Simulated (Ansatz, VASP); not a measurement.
# Al2O3 (Corundum) in two plane-wave programs, part 2 of 3

One calculation is typed for both programs; each brings its own data sets. How far apart do they land? The cell is taken from a series of runs on this material, whose earlier steps may have relaxed, scaled, displaced or heated it; both programs get it as it stands.

VASP 6.6.1 and Ansatz 0.2.0.

So far: Starting point; Ansatz: zone-centre phonons, LDA.

### 3. VASP: zone-centre phonons, LDA

Level of this step: LDA; plane waves and PAW (O, Al) (VASP).

The same cell, functional (in two slightly different forms) and mesh now go to VASP, with its own data sets.

Lines of VASP's logs that name or quote its potential files are left out, and so is its time.

File INCAR:

```
SYSTEM = Al2O3
PREC = Accurate
ENCUT = 600
EDIFF = 1E-08
NELM = 120
ISMEAR = 0
SIGMA = 0.01
LREAL = .FALSE.
ALGO = Normal
GGA = PW92
NBANDS = 34
LORBIT = 11
LWAVE = .FALSE.
LCHARG = .FALSE.
ISIF = 2
IBRION = 8
LEPSILON = .TRUE.
LASPH = .TRUE.
GGA_COMPAT = .FALSE.
EFERMI = MIDGAP
KPAR = 2
```

File POSCAR:

```
Al2O3
1.0
    2.3490368579      1.3562170623      4.2658097626
   -2.3490368579      1.3562170623      4.2658097626
    0.0000000000     -2.7124341245      4.2658097626
O Al
6 4
Direct
    0.5560521499      0.9439478501      0.2500000000
    0.2500000000      0.5560521499      0.9439478501
    0.9439478501      0.2500000000      0.5560521499
    0.4439478501      0.0560521499      0.7500000000
    0.7500000000      0.4439478501      0.0560521499
    0.0560521499      0.7500000000      0.4439478501
    0.3519440817      0.3519440817      0.3519440817
    0.1480559183      0.1480559183      0.1480559183
    0.6480559183      0.6480559183      0.6480559183
    0.8519440817      0.8519440817      0.8519440817
```

File KPOINTS:

```
Automatic mesh
0
Gamma
6 6 6
0 0 0
```

PAW data sets: O and Al (LDA family, release 64).

Run with:

```console
$ mpirun -np 2 vasp_std
```

Log:

```text
[banner, memory and clock lines left out]
running    2 mpi-ranks, on    1 nodes
 distrk:  each k-point on    1 cores,    2 groups
 distr:  one band on    1 cores,    1 groups

 POSCAR found type information on POSCAR O Al
 POSCAR found :  2 types and      10 ions
|                                                                             |
|               ----> ADVICE to this user running VASP <----                  |
|                                                                             |
|     You enforced a specific xc type in the INCAR file but a different       |
|     [... a line on the potential file left out ...]
|     I HOPE YOU KNOW WHAT YOU ARE DOING!                                     |
|                                                                             |

 LDA part: xc-table for (Slater(with rela. corr.)+PW92), standard interpolation
 POSCAR, INCAR and KPOINTS ok, starting setup
 FFT: planning ... GRIDC
 FFT: planning ... GRID_SOFT
 FFT: planning ... GRID
 WAVECAR not read
 entering main loop
       N       E                     dE             d eps       ncg     rms          rms(c)
DAV:   1     0.241793233715E+03    0.24179E+03   -0.27880E+04  2176   0.152E+03
DAV:   2    -0.785528652454E+02   -0.32035E+03   -0.30973E+03  2784   0.311E+02
DAV:   3    -0.916736320771E+02   -0.13121E+02   -0.13078E+02  2788   0.639E+01
DAV:   4    -0.917693311958E+02   -0.95699E-01   -0.95630E-01  2712   0.630E+00
DAV:   5    -0.917702334188E+02   -0.90222E-03   -0.90204E-03  2734   0.610E-01    0.179E+01
DAV:   6    -0.833498857549E+02    0.84203E+01   -0.30106E+01  2658   0.294E+01    0.644E+00
DAV:   7    -0.832398449208E+02    0.11004E+00   -0.97452E-01  2622   0.481E+00    0.324E+00
DAV:   8    -0.831610730030E+02    0.78772E-01   -0.81553E-02  2686   0.213E+00    0.756E-01
DAV:   9    -0.831535622869E+02    0.75107E-02   -0.15601E-02  2784   0.653E-01    0.271E-01
DAV:  10    -0.831535981594E+02   -0.35873E-04   -0.50858E-04  2624   0.139E-01    0.650E-02
DAV:  11    -0.831535851148E+02    0.13045E-04   -0.11182E-04  2664   0.631E-02    0.266E-02
DAV:  12    -0.831535851697E+02   -0.54862E-07   -0.30212E-06  2714   0.122E-02    0.622E-03
DAV:  13    -0.831535848781E+02    0.29156E-06   -0.11242E-06  2614   0.629E-03    0.148E-03
DAV:  14    -0.831535848761E+02    0.20709E-08   -0.38815E-08  2412   0.119E-03
   1 F= -.83153585E+02 E0= -.83153585E+02  d E =0.000000E+00
 Linear response reoptimize wavefunctions to high precision
DAV:   1    -0.831535848763E+02   -0.19236E-09   -0.79778E-09  2020   0.448E-04
DAV:   2    -0.831535848763E+02   -0.41837E-10   -0.39301E-10  1442   0.122E-04
 Linear response G [H, r] |phi>, progress :
  Direction:   1
       N       E                     dE             d eps       ncg     rms
RMM:   1    -0.197739071762E+03   -0.19774E+03    0.12826E+02  5054   0.922E+01
RMM:   2    -0.171009119852E+03    0.26730E+02   -0.10947E+01  3755   0.186E+01
RMM:   3    -0.171039574283E+03   -0.30454E-01   -0.11078E-01  3937   0.182E+00
RMM:   4    -0.171041096745E+03   -0.15225E-02   -0.35779E-03  4097   0.231E-01
RMM:   5    -0.171041163916E+03   -0.67170E-04   -0.20465E-03  4134   0.362E-02
RMM:   6    -0.171041173329E+03   -0.94127E-05   -0.20961E-03  4187   0.121E-02
RMM:   7    -0.171041187089E+03   -0.13761E-04   -0.22317E-03  4200   0.957E-03
RMM:   8    -0.171041190115E+03   -0.30260E-05   -0.22910E-03  4148   0.934E-03
RMM:   9    -0.171041183840E+03    0.62755E-05   -0.23731E-03  3968   0.932E-03
RMM:  10    -0.171041159632E+03    0.24208E-04   -0.25456E-03  3948   0.937E-03
 Linear response G [H, r] |phi>, progress :
  Direction:   2
       N       E                     dE             d eps       ncg     rms
RMM:   1    -0.199752028401E+03   -0.19975E+03    0.12145E+02  5015   0.925E+01
RMM:   2    -0.172953651166E+03    0.26798E+02   -0.10725E+01  3762   0.186E+01
RMM:   3    -0.173003079242E+03   -0.49428E-01   -0.10545E-01  3926   0.179E+00
RMM:   4    -0.173004520507E+03   -0.14413E-02   -0.20311E-03  4090   0.229E-01
RMM:   5    -0.173004546593E+03   -0.26086E-04   -0.12592E-04  4143   0.352E-02
RMM:   6    -0.173004549120E+03   -0.25271E-05   -0.10958E-04  4184   0.117E-02
RMM:   7    -0.173004549545E+03   -0.42537E-06   -0.11779E-04  4198   0.915E-03
RMM:   8    -0.173004549779E+03   -0.23371E-06   -0.11829E-04  4130   0.892E-03
RMM:   9    -0.173004549690E+03    0.88724E-07   -0.12422E-04  3958   0.890E-03
RMM:  10    -0.173004549214E+03    0.47598E-06   -0.18867E-04  3947   0.894E-03
 Linear response G [H, r] |phi>, progress :
  Direction:   3
       N       E                     dE             d eps       ncg     rms
RMM:   1    -0.197733772523E+03   -0.19773E+03    0.12276E+02  4894   0.924E+01
RMM:   2    -0.171964796171E+03    0.25769E+02   -0.10086E+01  3781   0.179E+01
RMM:   3    -0.172009685188E+03   -0.44889E-01   -0.98343E-02  3864   0.174E+00
[...]
RMM:   3    -0.510567732872E+00    0.13739E-01   -0.91453E-03  7865   0.471E-01    0.677E-01
RMM:   4    -0.525087944205E+00   -0.14520E-01   -0.12122E-02  8143   0.567E-01    0.734E-02
RMM:   5    -0.527489986379E+00   -0.24020E-02   -0.21076E-04  8556   0.808E-02    0.345E-02
RMM:   6    -0.528178357135E+00   -0.68837E-03   -0.44196E-05  8377   0.340E-02    0.568E-03
RMM:   7    -0.528310374993E+00   -0.13202E-03   -0.21431E-06  8846   0.803E-03    0.301E-03
[...]
RMM:  11    -0.367378515994E+00    0.16769E-06   -0.37125E-07  8924   0.260E-04    0.511E-06
RMM:  12    -0.367378554572E+00   -0.38578E-07   -0.11862E-07  9020   0.250E-04    0.291E-06
RMM:  13    -0.367378538152E+00    0.16421E-07    0.12977E-08  9067   0.249E-04    0.702E-07
RMM:  14    -0.367378546228E+00   -0.80764E-08    0.31405E-09  9103   0.247E-04    0.586E-07
 first order change of Fermi-energy   0.40732E+00
 force on displaced ion       1 direction 1 : -19.861  -0.000   0.000
 Born effective charge ion    1 direction 1 :  -2.051   0.000   0.000
 Linear response progress:
  Degree of freedom:   2/  5
       N       E                     dE             d eps       ncg     rms          rms(c)
RMM:   1    -0.369095558668E+00   -0.36910E+00    0.36392E-01 14686   0.300E+00
RMM:   2    -0.364452377454E+00    0.46432E-02   -0.59667E-03 13051   0.385E-01    0.177E-01
RMM:   3    -0.365437048086E+00   -0.98467E-03   -0.12196E-03 12144   0.162E-01    0.879E-02
RMM:   4    -0.367326003838E+00   -0.18890E-02   -0.11278E-03 12773   0.147E-01    0.176E-02
RMM:   5    -0.367286419098E+00    0.39585E-04   -0.41501E-05 14260   0.305E-02    0.448E-03
RMM:   6    -0.367352388946E+00   -0.65970E-04   -0.10780E-06 14587   0.499E-03    0.155E-03
RMM:   7    -0.367340194625E+00    0.12194E-04   -0.75389E-08 14572   0.175E-03    0.756E-04
RMM:   8    -0.367348304095E+00   -0.81095E-05   -0.24092E-07 14621   0.831E-04    0.170E-04
RMM:   9    -0.367348222816E+00    0.81280E-07   -0.38822E-07 14645   0.286E-04    0.798E-05
RMM:  10    -0.367348227395E+00   -0.45793E-08   -0.18734E-07 14663   0.263E-04    0.119E-05
RMM:  11    -0.367348234333E+00   -0.69375E-08   -0.43237E-07 14753   0.251E-04    0.593E-06
RMM:  12    -0.367348265549E+00   -0.31217E-07   -0.30497E-07 14806   0.248E-04    0.145E-06
RMM:  13    -0.367348265055E+00    0.49409E-09   -0.18162E-07 14960   0.247E-04    0.603E-07
RMM:  14    -0.367348265659E+00   -0.60350E-09   -0.11810E-07 15060   0.245E-04    0.333E-07
RMM:  15    -0.367348266028E+00   -0.36950E-09   -0.12532E-07 15393   0.244E-04    0.157E-07
RMM:  16    -0.367348265822E+00    0.20597E-09   -0.36914E-08 15660   0.243E-04    0.107E-07
 first order change of Fermi-energy  -0.10254E-04
 force on displaced ion       1 direction 2 :  -0.001 -20.321   6.810
 Born effective charge ion    1 direction 2 :   0.000  -1.856   0.329
 Linear response progress:
  Degree of freedom:   3/  5
       N       E                     dE             d eps       ncg     rms          rms(c)
RMM:   1    -0.369645890210E+00   -0.36965E+00    0.36517E-01 14487   0.299E+00
RMM:   2    -0.365248332510E+00    0.43976E-02   -0.60610E-03 13336   0.387E-01    0.174E-01
RMM:   3    -0.366275631904E+00   -0.10273E-02   -0.12107E-03 12082   0.161E-01    0.864E-02
RMM:   4    -0.368160604074E+00   -0.18850E-02   -0.11088E-03 12882   0.143E-01    0.185E-02
RMM:   5    -0.368134727185E+00    0.25877E-04   -0.54485E-05 13890   0.341E-02    0.502E-03
RMM:   6    -0.368230991057E+00   -0.96264E-04   -0.55260E-06 14492   0.901E-03    0.164E-03
RMM:   7    -0.368232096884E+00   -0.11058E-05   -0.91883E-08 14450   0.154E-03    0.509E-04
RMM:   8    -0.368234710227E+00   -0.26133E-05   -0.78498E-09 14589   0.437E-04    0.200E-04
RMM:   9    -0.368234672711E+00    0.37517E-07    0.85299E-08 14621   0.264E-04    0.388E-05
RMM:  10    -0.368234596889E+00    0.75822E-07    0.75546E-07 14624   0.234E-04    0.142E-05
RMM:  11    -0.368234569188E+00    0.27701E-07   -0.67952E-08 14698   0.225E-04    0.247E-06
RMM:  12    -0.368234598441E+00   -0.29253E-07   -0.17105E-08 14649   0.223E-04    0.102E-06
RMM:  13    -0.368234602497E+00   -0.40554E-08    0.66365E-08 14815   0.223E-04    0.469E-07
 first order change of Fermi-energy   0.31027E-04
 force on displaced ion       1 direction 3 :   0.000   6.811 -17.226
 Born effective charge ion    1 direction 3 :  -0.000   0.240  -1.933
 Linear response progress:
  Degree of freedom:   4/  5
       N       E                     dE             d eps       ncg     rms          rms(c)
RMM:   1    -0.161847211776E-01   -0.16185E-01    0.15352E-02 22555   0.104E+00
RMM:   2    -0.915017606378E-02    0.70345E-02   -0.23788E-03 13656   0.282E-01    0.964E-02
RMM:   3    -0.898682804938E-02    0.16335E-03   -0.40063E-04 13773   0.779E-02    0.481E-02
RMM:   4    -0.893464791534E-02    0.52180E-04   -0.91682E-05 14034   0.323E-02    0.190E-02
RMM:   5    -0.893182435246E-02    0.28236E-05   -0.25955E-05 14109   0.152E-02    0.413E-03
RMM:   6    -0.892536656571E-02    0.64578E-05   -0.48814E-06 14231   0.470E-03    0.837E-04
RMM:   7    -0.892429843505E-02    0.10681E-05    0.12605E-06 14539   0.901E-04    0.353E-04
RMM:   8    -0.892431500908E-02   -0.16574E-07    0.41015E-08 14564   0.331E-04    0.619E-05
RMM:   9    -0.892431934710E-02   -0.43380E-08   -0.17717E-08 14627   0.942E-05    0.214E-05
 first order change of Fermi-energy  -0.13534E-05
 force on displaced ion       7 direction 1 : -22.183  -0.000  -0.000
 Born effective charge ion    7 direction 1 :   2.930   0.025   0.000
 Linear response progress:
  Degree of freedom:   5/  5
       N       E                     dE             d eps       ncg     rms          rms(c)
RMM:   1    -0.191931347756E-01   -0.19193E-01   -0.16347E-02  8089   0.102E+00
RMM:   2    -0.892879822070E-02    0.10264E-01   -0.19417E-03  4792   0.280E-01    0.827E-02
RMM:   3    -0.873749490341E-02    0.19130E-03   -0.60121E-05  5018   0.575E-02    0.478E-02
RMM:   4    -0.864189797895E-02    0.95597E-04   -0.12962E-04  4981   0.560E-02    0.852E-03
RMM:   5    -0.863120832918E-02    0.10690E-04    0.26888E-05  5008   0.981E-03    0.392E-03
RMM:   6    -0.863027082873E-02    0.93750E-06    0.41110E-06  5100   0.454E-03    0.157E-03
RMM:   7    -0.862831974572E-02    0.19511E-05    0.42293E-06  5138   0.144E-03    0.505E-04
RMM:   8    -0.862896720166E-02   -0.64746E-06    0.43438E-07  5191   0.633E-04    0.197E-04
RMM:   9    -0.862901725811E-02   -0.50056E-07    0.49264E-07  5163   0.226E-04    0.431E-05
RMM:  10    -0.862905241070E-02   -0.35153E-07   -0.55250E-08  5211   0.945E-05    0.169E-05
RMM:  11    -0.862904787409E-02    0.45366E-08    0.16464E-07  5209   0.583E-05    0.284E-06
RMM:  12    -0.862905364552E-02   -0.57714E-08   -0.49437E-08  5196   0.465E-05    0.153E-06
 first order change of Fermi-energy   0.13305E-01
 force on displaced ion       7 direction 3 :   0.000  -0.000 -20.610
 Born effective charge ion    7 direction 3 :   0.000   0.000   2.899
 Born effective charges drift removed
 Linear response finished
```

(Continued in part 3 of 3.)

[Lines on the potential files, build, host, timing and source positions are cut from VASP's logs without a mark.]

[Logs are printed without paths, hosts, clocks, repeated set-up lines and the standing remarks that a program may print on its own settings, such as how far it seeks lower states.]

[Hosts, paths, dates, database ids (printed as entryN), source tags and the programs' standing remarks are cut or masked in the printed files.]
